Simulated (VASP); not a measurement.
Write the native input for VASP 6.6.1 that does the following.

```
Task                   : relaxation of cell and atoms
Functional             : PBEsol
Potentials or basis    : VASP PAW PBE potentials, release 64 (Ge, Sb)
Cutoff                 : 350 eV
k mesh                 : 2 × 2 × 2
Occupations            : gaussian, width 0.05 eV
Spin                   : no spin polarisation
Further INCAR settings : ALGO = Fast; EDIFF = 1e-06; IBRION = 2; EDIFFG = -0.02; NSW = 40; ISIF = 3
```

The structure of Ge53Sb lies in POSCAR:

```
Ge53Sb
1.0
    0.0000000000      8.5200000000      8.5200000000
    8.5200000000      0.0000000000      8.5200000000
    8.5200000000      8.5200000000      0.0000000000
Ge Sb
53 1
Direct
    0.0833333300      0.0833333300      0.0833333300
    0.0000000000      0.0000000000      0.3333333300
    0.0833333300      0.0833333300      0.4166666700
    0.0000000000      0.0000000000      0.6666666700
    0.0833333300      0.0833333300      0.7500000000
    0.0000000000      0.3333333300      0.0000000000
    0.0833333300      0.4166666700      0.0833333300
    0.0000000000      0.3333333300      0.3333333300
    0.0833333300      0.4166666700      0.4166666700
    0.0000000000      0.3333333300      0.6666666700
    0.0833333300      0.4166666700      0.7500000000
    0.0000000000      0.6666666700      0.0000000000
    0.0833333300      0.7500000000      0.0833333300
    0.0000000000      0.6666666700      0.3333333300
    0.0833333300      0.7500000000      0.4166666700
    0.0000000000      0.6666666700      0.6666666700
    0.0833333300      0.7500000000      0.7500000000
    0.3333333300      0.0000000000      0.0000000000
    0.4166666700      0.0833333300      0.0833333300
    0.3333333300      0.0000000000      0.3333333300
    0.4166666700      0.0833333300      0.4166666700
    0.3333333300      0.0000000000      0.6666666700
    0.4166666700      0.0833333300      0.7500000000
    0.3333333300      0.3333333300      0.0000000000
    0.4166666700      0.4166666700      0.0833333300
    0.3333333300      0.3333333300      0.3333333300
    0.4166666700      0.4166666700      0.4166666700
    0.3333333300      0.3333333300      0.6666666700
    0.4166666700      0.4166666700      0.7500000000
    0.3333333300      0.6666666700      0.0000000000
    0.4166666700      0.7500000000      0.0833333300
    0.3333333300      0.6666666700      0.3333333300
    0.4166666700      0.7500000000      0.4166666700
    0.3333333300      0.6666666700      0.6666666700
    0.4166666700      0.7500000000      0.7500000000
    0.6666666700      0.0000000000      0.0000000000
    0.7500000000      0.0833333300      0.0833333300
    0.6666666700      0.0000000000      0.3333333300
    0.7500000000      0.0833333300      0.4166666700
    0.6666666700      0.0000000000      0.6666666700
    0.7500000000      0.0833333300      0.7500000000
    0.6666666700      0.3333333300      0.0000000000
    0.7500000000      0.4166666700      0.0833333300
    0.6666666700      0.3333333300      0.3333333300
    0.7500000000      0.4166666700      0.4166666700
    0.6666666700      0.3333333300      0.6666666700
    0.7500000000      0.4166666700      0.7500000000
    0.6666666700      0.6666666700      0.0000000000
    0.7500000000      0.7500000000      0.0833333300
    0.6666666700      0.6666666700      0.3333333300
    0.7500000000      0.7500000000      0.4166666700
    0.6666666700      0.6666666700      0.6666666700
    0.7500000000      0.7500000000      0.7500000000
    0.0000000000      0.0000000000      0.0000000000
```

The cell was built by a generator and needn't be a form met in nature.

The input as run:

INCAR

```
PREC = Accurate ; ENCUT = 350
EDIFF = 1E-6 ; ISMEAR = 0
SIGMA = 0.05 ; LREAL = False
LASPH = True ; NELM = 60
ALGO = Fast ; ISIF = 3
LWAVE = False ; LCHARG = False
GGA = PS ; IBRION = 2
NSW = 40 ; EDIFFG = -0.02
```

KPOINTS

```
Automatic mesh
0
Gamma
  2 2 2
```

Potentials or basis: VASP PAW PBE potentials, release 64 (Ge, Sb).

Command:

```console
$ cat potpaw_PBE.64/Ge/POTCAR potpaw_PBE.64/Sb/POTCAR > POTCAR
$ mpirun -np 1 vasp_std > vasp.out
```

Results of the run:

```yaml
Relaxed_volume: 23.51 Å³/atom
Relaxed_cell: a = 12.154 Å, b = 12.154 Å, c = 12.154 Å, α = 60.00°, β = 60.00°, γ = 60.00°
Space_group_after_relaxing_to_0.05_Å: F-43m (No. 216)
Energy_gained_by_relaxing: 16.1 meV/atom
Ionic_steps: 9
Pressure_after_relaxing: 0.0 GPa
Band_gap_on_the_k_mesh: none (metal or under the smearing width)
```

Caveat: the PAW data sets were made with another functional, which shifts forces and pressure a little.

Run time: 52 min on 1 thread of Intel(R) Xeon(R) 6975P-C (Granite Rapids), with other jobs on the host, peak memory 1.2 GiB.
